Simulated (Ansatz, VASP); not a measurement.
# Bi2Se3 (Bi2Se3 quintuple layer monolayer) in two plane-wave programs

One calculation is typed for both programs; each brings its own data sets. How far apart do they land? The structure shown is the start of the Ansatz relaxation below; VASP solves that cell, so the two are compared at the walk's first step.

Method: plane waves, with VASP 6.6.1 beside it; single point at PBEsol with D3(BJ), in Ansatz 0.2.0.

## 1. Starting point

The cell holds 5 atoms: 3 Se and 2 Bi. Its edges and angles: a = 4.190 Å, b = 4.190 Å, c = 38.200 Å, α = 90.0°, β = 90.0°, γ = 120.0°. Vacuum lies along c. The height across the vacuum is the one that the program set for its solve, not the one typed.

## 2. Ansatz: relaxation, PBEsol with D3(BJ)

Ansatz runs on its default PAW (the set named soft_2) files.

The two programs are compared at the cell with which this relaxation starts, whose forces are those of its first step.

Input file input.yaml:

```yaml
crystal:
  lattice:
    - [4.19, 0.0, 0.0]
    - [-2.095, 3.6286464419, 0.0]
    - [0.0, 0.0, 25.2]
  atoms:
    - { symbol: Se, position: [0.3333333333, 0.6666666667, 0.3571428571] }
    - { symbol: Bi, position: [0.6666666667, 0.3333333333, 0.4226190476] }
    - { symbol: Se, position: [0.0, 0.0, 0.5] }
    - { symbol: Bi, position: [0.3333333333, 0.6666666667, 0.5773809524] }
    - { symbol: Se, position: [0.6666666667, 0.3333333333, 0.6428571429] }
  periodic: [true, true, false]
kpoints:
  mp_grid: { grid: [12, 12, 1] }
hamiltonian:
  xc: pbesol
  dispersion: d3bj
scf:
  occupations: { method: fermi_dirac, width: 0.05 }
  convergence: { dr2_threshold: 1.0e-09 }
relax:
  f_tol: 0.004
  max_steps: 90
  cell: {}
output:
  write_potential: true
  write_density: true
  volumetric_format: npy
```

Started as:

```console
> ansatz run input.yaml --threads 8 --pin off --max-ram 12288MiB --backend cpu --events-out ev --progress --plain --runs-dir out
```

Numbers of over 12 decimals in the logs are rounded to 6 here.

Log:

```text
Warning: crystal.periodic: the lattice vector that does not repeat stood 0.000° off the slab's normal, 25.200 Å along it as the deck builds it. The run solves the slab on a vector along the normal, 38.200 Å long, with every atom where it was (on the deck's vector they left 18.00 Å outside them, and the widest stretch free of ions among them is 1.95 Å). A fractional position that the run reports is one of the run's ce [...]
Warning: relax.cell: scf.convergence.dr2_threshold = 1e-9 eV is looser than the 1.69010275781e-10 eV advised for a relaxation that steers and ends on the stress (1e-10 eV for each atom of the cell: 5, times the square of relax.cell.stress_2d_tol = 0.05 N/m over 17.2 Å (the atoms' height at the walk's start and 5 Å past either face), 2.907e-2 GPa, over a crystal's default 0.05). What an SCF threshold leaves in a stress goes as its square root, and in the free energy as the threshold itself, and one threshold admits the most on a small cell: [figures from the program's tests cut] Set scf.convergence.dr2_threshold to 1.69010275781e-10 eV or tighter. [rest of the remark cut]
crystal.periodic: the lattice vector that does not repeat stood 0.000° off the slab's normal, 25.200 Å along it as the deck builds it. The run solves the slab on a vector along the normal, 38.200 Å long, with every atom where it was (on the deck's vector they left 18.00 Å outside them, and the widest stretch free of ions among them is 1.95 Å). A fractional position that the run reports is one of the run's cell, which [...]
Engine: ansatz 0.2.0, aarch64-unknown-linux-gnu
Pseudopotentials: kind: paw
Pseudopotential: Se, paw, valence charge 16, recommended cutoff 420 eV (normal), Se.paw.azcp
Pseudopotential: Bi, paw, valence charge 15, recommended cutoff 420 eV (normal), Bi.paw.azcp
Functional definition: PBEsol
  exchange = pbesol_x
  correlation = pbesol_c
Crystal: 5 atoms, lattice volume = 580.794 Å³
Basis set: ecut = 420 eV, 11197 PW (Γ), exchange–correlation on 60×60×512 points (8 copies of the dense FFT grid, shifted against one another)
Bands: 47, of which v1, the nominal top of the filled ones, is band 39 counted from 1 (38 counted from 0)
[...]
SCF iter   6: F=—  HF=-40759.870774 eV  |F-HF|=—  |Δ(HF+E_count)|=   1.51e-4  Δρ=3.96e-6  dr2=1.88e-7  ethr=4.63e-9  ⟨swp⟩=2.2  Hψ=1382  notcnv=0
SCF iter   7: F=—  HF=-40759.870774 eV  |F-HF|=—  |Δ(HF+E_count)|=   8.27e-8  Δρ=1.09e-6  dr2=6.63e-9  ethr=2.42e-10  ⟨swp⟩=3.3  Hψ=1495  notcnv=0
SCF iter   8: F=-40759.870774 eV  HF=-40759.870774 eV  |F-HF|=1.40e-9  |Δ(HF+E_count)|=   1.45e-8  Δρ=2.64e-7  dr2=6.88e-10  ethr=1.28e-12  ⟨swp⟩=12.8  Hψ=7281  notcnv=0
SCF 4 converged in 8 iterations: F = -40759.870774 eV  dr2 = 6.88e-10
relax step   4: F+E_penalty+E_count = -40759.87077411 eV  Δ(F+E_penalty+E_count) = -2.977e-3 eV  max|allowed force component| = 9.611e-3 eV/Å  Δτ_max = 0.0287 Å  P = +0.004 N/m  Ω = 544.342 Å³  energy of the carried Pulay correction = +1.239e-3 eV  fix = [c, alpha, beta]  reactions: c +0.000 N/m  (8 SCF iters, accepted)
[...]
relax step   5: F+E_penalty+E_count = -40759.87078228 eV  Δ(F+E_penalty+E_count) = -8.169e-6 eV  max|allowed force component| = 3.655e-4 eV/Å  Δτ_max = 0.0026 Å  P = +0.001 N/m  Ω = 544.681 Å³  energy of the carried Pulay correction = +1.227e-3 eV  fix = [c, alpha, beta]  reactions: c +0.000 N/m  (7 SCF iters, accepted)
[...]
relax step   6: F+E_penalty+E_count = -40759.86947107 eV  Δ(F+E_penalty+E_count) = +1.311e-3 eV  max|allowed force component| = 5.659e-4 eV/Å  Δτ_max = 0.0000 Å  P = +0.002 N/m  Ω = 544.681 Å³  fix = [c, alpha, beta]  reactions: c +0.000 N/m  stress off target by 1.96e-3 N/m on what of the cell is left free  SCF on the basis re-selected at this cell (its energy is not comparable with the rows above)  (6 SCF iters)
basis re-selected at this cell: Δ(F+E_penalty+E_count) = +1.311e-3 eV, ΔP = +0.001 N/m vs the last step (what re-selecting the basis moved, of the pressure what is left beyond the Pulay correction that the steps carried, after the strain that the cell walked since its last selection, with what the two solves' SCF thresholds leave and, on support functions, any second-order correction that the steps lacked; it is no m [...]
SCF converged after 6 iterations
Free energy (F): -40759.869471 eV
Harris-Foulkes:  -40759.869471 eV  (|F-HF|=1.60e-10)
Internal energy: -40759.869463 eV  (E = F + TS)
E sigma→0 (E₀):  -40759.869467 eV
Entropy (-TS):   -0.000008 eV (-0.002 meV/atom)
Fermi energy:    -5.350957 eV
--- Per-component energies (eV) ---
  E_band       = -2465.846967
  E_kinetic    = 959.786602
  E_local      = -264278.819590  (includes V_loc(G=0)·N_el)
  E_nonlocal   = -650.229563
  E_hartree    = 131003.945132
  E_xc         = -612.372007
  E_vxc        = -584.452547  (∫ρ·V_xc dr)
  E_paw        = -26621.294142  (= ΣΔE_a)
  E_vpaw       = 79.984245  (= ΣTr[D̂ρ^β])
  E_aug_tail   = -0.002708  (compensation charges beyond the density's cutoff)
  E_ewald      = 119437.382777
  E_disp       = -1.470820  (pairwise vdW)
  E_core_change = 3.204856  (= ΣΔE_core)
  E_smearing   = -0.000008  (= −TS)
  E_closure    = -0.000000  (closes the sum)
  Σ components = -40759.869471   (vs F -40759.869471, Δ=0.00e0)
--- Forces (eV/Å), atoms counted from 1 ---
  atom   1  Se     0.00000000     0.00000000    -0.00056593
  atom   2  Bi    -0.00000000    -0.00000000     0.00029397
  atom   3  Se    -0.00000000    -0.00000000     0.00000000
  atom   4  Bi    -0.00000000     0.00000000    -0.00029397
  atom   5  Se     0.00000000    -0.00000000     0.00056593
  max |Σ_I F_I| component: 1.39e-17 eV/Å
--- 2D stress c σ (N/m, compression-positive) ---
        0.001958       0.000000      -0.000000
        0.000000       0.001958      -0.000000
       -0.000000      -0.000000       0.000000
  P = ½ c Tr σ = 0.0020 N/m
--- Band table (eV; the first three rows and the last of 19) ---
  k-point 0: bands = [... 35 lower, -6.7159, -6.5728, -6.5728, -6.2333, -4.9740, -3.7004, -3.7004, -3.1532, ... 4 higher]
  k-point 1: bands = [... 35 lower, -7.0152, -6.5400, -6.3332, -5.9108, -4.5159, -3.9418, -3.5796, -2.9540, ... 4 higher]
  k-point 2: bands = [... 35 lower, -7.2674, -6.5371, -6.2568, -5.9616, -4.2123, -3.4117, -3.3276, -2.9571, ... 4 higher]
  k-point 18: bands = [... 35 lower, -8.3669, -7.3799, -6.3673, -6.3673, -3.6890, -2.7756, -2.7756, -1.5114, ... 4 higher]
  the weakly bound empty levels are not read free of the cell's end (no_gap_told)
--- Relaxed structure (5 steps of the walk, 5 accepted, 1 SCFs on fresh bases) ---
  F+E_penalty+E_count = -40759.86947107 eV   max|allowed force component| = 5.659e-4 eV/Å   (the final SCF, on the basis selected at the relaxed cell)
  cell:  # Å, volume = 544.6814 Å³
    - [4.057647, 0, 0]
    - [-2.028824, 3.514026, 0]
    - [0, 0, 38.200000]
  atoms:
    - { symbol: Se, position: [0.333333, 0.666667, 0.238261] }
    - { symbol: Bi, position: [0.666667, 0.333333, 0.279634] }
    - { symbol: Se, position: [0, 0, 0.329843] }
    - { symbol: Bi, position: [0.333333, 0.666667, 0.380051] }
    - { symbol: Se, position: [0.666667, 0.333333, 0.421425] }
```

Reading the cycles: dr2 is the Hartree energy of the density residual (eV), the measure of convergence; HF is the Harris–Foulkes estimate of the energy, which meets the free energy F at convergence.

## 3. VASP: single point, PBEsol with D3(BJ), start cell

The same cell, functional, mesh and smearing now go to VASP, with its own data sets.

Lines of VASP's logs that name or quote its potential files are left out, and so is its time.

Input file INCAR:

```
SYSTEM = Bi2Se3
PREC = Accurate
ENCUT = 400
EDIFF = 1E-06
NELM = 120
ISMEAR = -1
SIGMA = 0.05
LREAL = .FALSE.
ALGO = Normal
GGA = PS
IVDW = 12
NBANDS = 30
LORBIT = 11
LWAVE = .FALSE.
LCHARG = .FALSE.
ISIF = 2
LDIPOL = .TRUE.
IDIPOL = 3
DIPOL = 0.5 0.5 0.33
LVHAR = .TRUE.
LASPH = .TRUE.
GGA_COMPAT = .FALSE.
EFERMI = MIDGAP
NELMDL = -8
KPAR = 2
```

Input file POSCAR:

```
Bi2Se3
1.0
    4.1900000000      0.0000000000      0.0000000000
   -2.0950000000      3.6286460000      0.0000000000
    0.0000000000      0.0000000000     38.2000000000
Se Bi
3 2
Direct
    0.3333334252      0.6666668504      0.2356020942
    0.0000000000      0.0000000000      0.3298429319
    0.6666667126      0.3333334252      0.4240837696
    0.6666667126      0.3333334252      0.2787958115
    0.3333334252      0.6666668504      0.3808900524
```

Input file KPOINTS:

```
Automatic mesh
0
Gamma
12 12 1
0 0 0
```

PAW data sets: Se and Bi_d (PBE family, release 64).

Started as:

```console
> mpirun -np 2 vasp_std
```

Log:

```text
[banner, memory and clock lines left out]
running    2 mpi-ranks, on    1 nodes
 distrk:  each k-point on    1 cores,    2 groups
 distr:  one band on    1 cores,    1 groups

 POSCAR found type information on POSCAR SeBi
 POSCAR found :  2 types and       5 ions
|                                                                             |
|               ----> ADVICE to this user running VASP <----                  |
|                                                                             |
|     You enforced a specific xc type in the INCAR file but a different       |
|     [... a line on the potential file left out ...]
|     I HOPE YOU KNOW WHAT YOU ARE DOING!                                     |
|                                                                             |

 LDA part: xc-table for (Slater+PW92), standard interpolation
 POSCAR, INCAR and KPOINTS ok, starting setup
 FFT: planning ... GRIDC
 FFT: planning ... GRID_SOFT
 FFT: planning ... GRID
 WAVECAR not read
 entering main loop
       N       E                     dE             d eps       ncg     rms          rms(c)
DAV:   1     0.354013940578E+03    0.35401E+03   -0.17702E+04  1580   0.986E+02
DAV:   2     0.186991959318E+02   -0.33531E+03   -0.32926E+03  1536   0.277E+02
DAV:   3    -0.210433395744E+02   -0.39743E+02   -0.39114E+02  1396   0.105E+02
DAV:   4    -0.226128184944E+02   -0.15695E+01   -0.15581E+01  1420   0.247E+01
DAV:   5    -0.226675148215E+02   -0.54696E-01   -0.54670E-01  1520   0.420E+00
DAV:   6    -0.226686349966E+02   -0.11202E-02   -0.11201E-02  1592   0.594E-01
DAV:   7    -0.226686649296E+02   -0.29933E-04   -0.29932E-04  1622   0.871E-02
DAV:   8    -0.226686654239E+02   -0.49436E-06   -0.49430E-06  1296   0.122E-02    0.478E+00
DAV:   9    -0.218174682801E+02    0.85120E+00   -0.13055E+00  1356   0.856E+00    0.294E+00
DAV:  10    -0.218074606539E+02    0.10008E-01   -0.39375E-01  1296   0.303E+00    0.148E+00
DAV:  11    -0.218081946887E+02   -0.73403E-03   -0.67121E-02  1266   0.136E+00    0.427E-01
DAV:  12    -0.218081511032E+02    0.43586E-04   -0.65544E-03  1334   0.555E-01    0.130E-01
DAV:  13    -0.218082748992E+02   -0.12380E-03   -0.75682E-04  1402   0.170E-01    0.678E-02
DAV:  14    -0.218083373591E+02   -0.62460E-04   -0.18790E-04  1266   0.874E-02    0.244E-02
DAV:  15    -0.218083760301E+02   -0.38671E-04   -0.46294E-05  1144   0.387E-02    0.757E-03
DAV:  16    -0.218083925457E+02   -0.16516E-04   -0.63370E-06  1302   0.140E-02    0.586E-03
DAV:  17    -0.218084272734E+02   -0.34728E-04   -0.38285E-06   992   0.760E-03    0.262E-03
DAV:  18    -0.218084338461E+02   -0.65727E-05   -0.64989E-07   774   0.553E-03    0.117E-03
DAV:  19    -0.218084713231E+02   -0.37477E-04   -0.10218E-06   828   0.380E-03    0.130E-03
DAV:  20    -0.218084879584E+02   -0.16635E-04   -0.66132E-07   842   0.225E-03    0.109E-03
DAV:  21    -0.218084932313E+02   -0.52729E-05   -0.13742E-07   794   0.178E-03    0.418E-04
DAV:  22    -0.218084945501E+02   -0.13187E-05   -0.62086E-08   726   0.105E-03    0.361E-04
DAV:  23    -0.218084956382E+02   -0.10881E-05   -0.17981E-08   618   0.808E-04    0.185E-04
DAV:  24    -0.218084961355E+02   -0.49731E-06   -0.10353E-08   660   0.384E-04
   1 F= -.23167195E+02 E0= -.23167191E+02  d E =-.848912E-05
```

OUTCAR, selected parts (step 3):

```text
ion  position               nearest neighbor table
   1  0.333  0.667  0.236-   4 2.93   4 2.93   4 2.93
   2  0.000  0.000  0.330-   4 3.11   5 3.11   5 3.11   4 3.11   4 3.11   5 3.11
   3  0.667  0.333  0.424-   5 2.93   5 2.93   5 2.93
   4  0.667  0.333  0.279-   1 2.93   1 2.93   1 2.93   2 3.11   2 3.11   2 3.11
   5  0.333  0.667  0.381-   3 2.93   3 2.93   3 2.93   2 3.11   2 3.11   2 3.11

  LATTYP: Found a hexagonal cell.
 ALAT       =     4.1900000000
 C/A-ratio  =     9.1169451074

 Subroutine GETGRP returns: Found 12 space group operations
 (whereof  6 operations were pure point group operations)

The static configuration has the point symmetry C_3v.
 The point group associated with its full space group is D_3d.

 Found     19 irreducible k-points:

   k-points           NKPTS =     19   k-points in BZ     NKDIM =     19   number of bands    NBANDS=     30

   dimension x,y,z NGX =    28 NGY =   28 NGZ =  250
   dimension x,y,z NGXF=    56 NGYF=   56 NGZF=  500

   ENCUT  =  400.0 eV  29.40 Ry    5.42 a.u.   6.83  6.83 62.29*2*pi/ulx,y,z

   NELECT =      48.0000    total number of electrons

 k-points in reciprocal lattice and weights: Automatic mesh
   0.00000000  0.00000000  0.00000000       0.007
   0.08333333  0.00000000  0.00000000       0.042
   0.16666667  0.00000000  0.00000000       0.042
   0.25000000  0.00000000  0.00000000       0.042
   0.33333333  0.00000000  0.00000000       0.042
   0.41666667  0.00000000  0.00000000       0.042
   0.50000000  0.00000000  0.00000000       0.021
   0.08333333  0.08333333  0.00000000       0.042
   0.16666667  0.08333333  0.00000000       0.083
[...]
0.33333333  0.25000000  0.00000000       0.083
   0.33333333  0.33333333  0.00000000       0.014

 dipolmoment           0.000000      0.000000     -0.000001 electrons x Angstroem

 average (electrostatic) potential at core
       1 -60.7432       2 -60.7769       3 -60.7432       4-113.9475       5-113.9476

 E-fermi :  -3.0461

 k-point     1 :       0.0000    0.0000    0.0000
  band No.  band energies     occupation
    ...
     20      -4.3613      2.00000
     21      -4.2858      2.00000
     22      -4.0758      2.00000
     23      -4.0758      2.00000
     24      -3.8865      2.00000
     25      -2.6739      0.00117
     26      -1.4625      0.00000
     27      -1.4625      0.00000
     28      -0.9922      0.00000
     29      -0.4915      0.00000
    ...

 k-point     2 :       0.0833    0.0000    0.0000
  band No.  band energies     occupation
    ...
     20      -4.5372      2.00000
     21      -4.4382      2.00000
     22      -4.0501      2.00000
     23      -3.9523      2.00000
     24      -3.6064      1.99997
     25      -2.2511      0.00000
     26      -1.6920      0.00000
     27      -1.3622      0.00000
     28      -0.7559      0.00000
     29      -0.4025      0.00000
    ...

 k-point     3 :       0.1667    0.0000    0.0000
  band No.  band energies     occupation
    ...
     20      -4.7527      2.00000
     21      -4.6558      2.00000
     22      -4.0467      2.00000
     23      -3.8929      2.00000
     24      -3.6415      1.99999
     25      -1.9636      0.00000
     26      -1.2341      0.00000
     27      -1.1510      0.00000
     28      -0.7860      0.00000
     29      -0.1698      0.00000
    ...

 Edisp (eV)   -1.35870

  Total      -4.89277    -4.89277    -4.66242     0.00000    -0.00000    -0.00000
  in kB     -13.49720   -13.49720   -12.86175     0.00000    -0.00000    -0.00000
  external pressure =      -13.29 kB  Pullay stress =        0.00 kB

  energy-cutoff  :      400.00
  volume of cell :      580.79
      direct lattice vectors                 reciprocal lattice vectors
     4.190000000  0.000000000  0.000000000     0.238663484  0.137792444  0.000000000
    -2.095000000  3.628646000  0.000000000     0.000000000  0.275584888  0.000000000
     0.000000000  0.000000000 38.200000000     0.000000000  0.000000000  0.026178010

 POSITION                                       TOTAL-FORCE (eV/Angst)
 -----------------------------------------------------------------------------------
      0.00000      2.41910      9.00000         0.000000     -0.000000      0.868399
      0.00000      0.00000     12.60000         0.000000     -0.000000      0.000000
      2.09500      1.20955     16.20000        -0.000000      0.000000     -0.868399
      2.09500      1.20955     10.65000         0.000000     -0.000000     -0.426468
      0.00000      2.41910     14.55000        -0.000000     -0.000000      0.426468
 -----------------------------------------------------------------------------------
    total drift:                               -0.000000     -0.001348     -0.000135

  FREE ENERGIE OF THE ION-ELECTRON SYSTEM (eV)
  ---------------------------------------------------
  free  energy   TOTEN  =       -23.1671950440 eV

  energy  without entropy=      -23.1671865548  energy(sigma->0) =      -23.16719080

 vacuum level on the upper side and lower side of the slab         2.509         2.509

 total charge
# of ion       s       p       d       tot
------------------------------------------
    1        1.487   2.234   0.016   3.736
    2        1.473   2.294   0.019   3.785
    3        1.487   2.234   0.016   3.736
    4        1.610   1.032   9.952  12.594
    5        1.610   1.032   9.952  12.594
--------------------------------------------------
tot          7.665   8.825  19.955  36.446

[... 3 further parts left out ...]
```

## 4. Side by side

Known differences besides the potentials themselves: Ansatz cuts the interaction across the vacuum, VASP repeats the sheet with a dipole correction; the data sets hold 78 valence electrons in Ansatz (on its default PAW (the set named soft_2) files) and 48 in VASP; the cutoff is 420 eV in Ansatz and 400 eV in VASP; Ansatz makes its cores anew for this functional, VASP keeps those of its PBE data sets. Total energies have different zeros and are not compared.

Forces (eV/Å; atoms numbered as in POSCAR):

```
atom        Ansatz x, y, z          VASP x, y, z
 Se1   0.000, 0.000, 0.881   0.000, 0.000, 0.868
 Se2   0.000, 0.000, 0.000   0.000, 0.000, 0.000
 Se3  0.000, 0.000, -0.881  0.000, 0.000, -0.868
 Bi4  0.000, 0.000, -0.434  0.000, 0.000, -0.426
 Bi5   0.000, 0.000, 0.434   0.000, 0.000, 0.426
```

The forces differ by 5.5 meV/Å r.m.s., which is 1.5 % of the r.m.s. force of 0.353 eV/Å (both taken over all components). With vacuum in the cell, a pressure given here is an average over mostly empty space and none of the material.

## 5. What came out

- r.m.s. force difference (single point, PBEsol with D3(BJ), start cell): 1.5 % of the r.m.s. force

In words: The r.m.s. force difference is 1.5 % of the r.m.s. force (single point, PBEsol with D3(BJ), start cell), within the 3 % picked in this series as the mark of a large difference. The data sets hold unlike numbers of valence electrons (78 in Ansatz and 48 in VASP), so part of the differences comes from the potentials. 1 further run of this series is not shown here. How closely two codes agree says nothing of how well the functional describes the real material.

[Lines on the potential files, build, host, timing and source positions are cut from VASP's logs without a mark.]

[Logs are printed without paths, hosts, clocks, repeated set-up lines and the standing remarks that a program may print on its own settings, such as how far it seeks lower states.]

[Hosts, paths, dates, database ids (printed as entryN), source tags and the programs' standing remarks are cut or masked in the printed files.]
